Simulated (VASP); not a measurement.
The system is Sn.

```
Sn
1.0
    -2.91964    2.91964    1.59380
     2.91964   -2.91964    1.59380
     2.91964    2.91964   -1.59380
Sn
2
Cartesian
  0.0000 0.0000 0.0000
  0.0000 2.9196 0.7969
```

Program: VASP 6.6.1. Alike in all runs: task electric field gradients; no spin polarisation; cell as given; smearing fermi-dirac 0.05 eV. Hardware: 1 thread of Intel(R) Xeon(R) Platinum 8488C (Sapphire Rapids), on a shared host.

Question: Order these runs on this cell by their wall time, lowest first.
A. level PBEsol; potentials or basis VASP PAW PBE potentials, release 64 (Sn_d); k mesh 4 × 4 × 4; cutoff (eV) 520; mesh quality coarse
B. level LDA; potentials or basis VASP PAW LDA potentials, release 64 (Sn_d); k mesh 12 × 12 × 12; cutoff (eV) 520; mesh quality not flagged
C. level LDA; potentials or basis VASP PAW LDA potentials, release 64 (Sn_d); k mesh 4 × 4 × 4; cutoff (eV) 300; mesh quality coarse

Answer: C (4.3 s), A (9.6 s), B (64 s).

Caveats: some runs use coarse meshes.
